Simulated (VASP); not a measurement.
All values below come from MS2 meta-GGA, VASP's PBE PAW potentials (set 64) (plane waves; VASP 6.6.1).

Input for VASP

### INCAR
```
! general
SYSTEM  = BaHfO3
PREC    = Accurate
ENCUT   = 520   ! plane-wave cut-off (eV)
LREAL   = .False.   ! projection in real space or not
LASPH   = .True.

! electronic loop
EDIFF   = 1E-6   ! SCF stop (eV)
NELM    = 100   ! most electronic steps
ALGO    = Normal   ! blocked Davidson
LMAXMIX = 6
LMIXTAU = .True.

! smearing
ISMEAR  = 0   ! Gaussian
SIGMA   = 0.05   ! width (eV)

! functional
METAGGA = MS2

! ions
IBRION  = 2   ! conjugate gradients
NSW     = 60   ! most ionic steps
ISIF    = 3
EDIFFG  = -0.02   ! ionic stop

! output
LWAVE   = .False.
LCHARG  = .False.
```

File POSCAR:
```
BaHfO3
1
    4.1548964234    -0.0000000000     0.0000000000
   -0.0000000000     4.1548964234     0.0000000000
    0.0000000000     0.0000000000     4.1548964234
Ba Hf O
1 1 3
Direct
  0.0000000000   0.0000000000   0.0000000000
  0.5000000000   0.5000000000   0.5000000000
  0.5000000000   0.0000000000   0.5000000000
  0.0000000000   0.5000000000   0.5000000000
  0.5000000000   0.5000000000   0.0000000000
```

**KPOINTS**
```
Automatic mesh
0
Gamma
5 5 5
0 0 0
```

POTCAR, in this order: Ba_sv Hf_pv O (PBE.64 set). Program: vasp_std.

Question: Estimate the energy per atom (σ→0), volume per atom.

Answer: 
* **energy per atom (σ→0)**: -5.661 eV/atom
* **volume per atom**: 14.42 Å^3/atom

### OSZICAR
```
...
DAV:   7    -0.283034976014E+02   -0.16025E-02   -0.10050E-03   460   0.326E-01    0.971E-02
DAV:   8    -0.283038763853E+02   -0.37878E-03   -0.24207E-04   460   0.147E-01    0.207E-01
DAV:   9    -0.283038601819E+02    0.16203E-04   -0.13375E-05   572   0.348E-02    0.755E-02
DAV:  10    -0.283038699220E+02   -0.97401E-05   -0.72160E-06   510   0.252E-02    0.546E-03
DAV:  11    -0.283038720522E+02   -0.21303E-05   -0.15842E-06   465   0.131E-02    0.966E-03
DAV:  12    -0.283038734498E+02   -0.13975E-05   -0.10842E-06   342   0.113E-02    0.152E-03
DAV:  13    -0.283038737801E+02   -0.33036E-06   -0.21547E-07   279   0.402E-03
   3 F= -.28303874E+02 E0= -.28303874E+02  d E =-.107153E-02
```

The compound is BaHfO3 in the cubic perovskite structure. This run relaxes it. Symmetry was kept, so distortions that lower it aren't found. The start is the result of an earlier pass.
